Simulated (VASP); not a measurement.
Input:

```
Al2Au
1.0
    0.00000     2.92805     2.92805
    2.92805     0.00000     2.92805
    2.92805     2.92805     0.00000
Al Au
2 1
Direct
  0.25000   0.25000   0.25000
  0.75000   0.75000   0.75000
  0.00000   0.00000   0.00000
```

Level of theory: PBEsol GGA, VASP's PBE PAW potentials (set 64) (plane waves; VASP 6.6.1). Numerical set-up: 500 eV cut-off, 9×9×9 Γ-centred mesh, first-order Methfessel-Paxton smearing of 0.10 eV, potentials Al Au.

Energy and stress use the plane-wave basis of the starting cell.

The ions, cell shape and volume at an external pressure of 20.0 GPa are relaxed. What does this cell relax into?

```
Al2Au
1.0
    0.00000     2.87426     2.87426
    2.87426     0.00000     2.87426
    2.87426     2.87426     0.00000
Al Au
2 1
Direct
  0.25000   0.25000   0.25000
  0.75000   0.75000   0.75000
  0.00000   0.00000   0.00000
```
Space group Fm-3m (225), at a tolerance of 0.03 Å.

How do energy and volume change from the first to the last step?

The energy (σ→0) changes by +83.2 meV/atom and the volume by -5.4 %, in 4 ionic steps.

The compound is AuAl2 in the fluorite structure. This run relaxes it under an external pressure of 20 GPa. Symmetry was kept, so distortions that lower it aren't found. The electron count is odd and the run is not spin-polarised, which forces a metal.
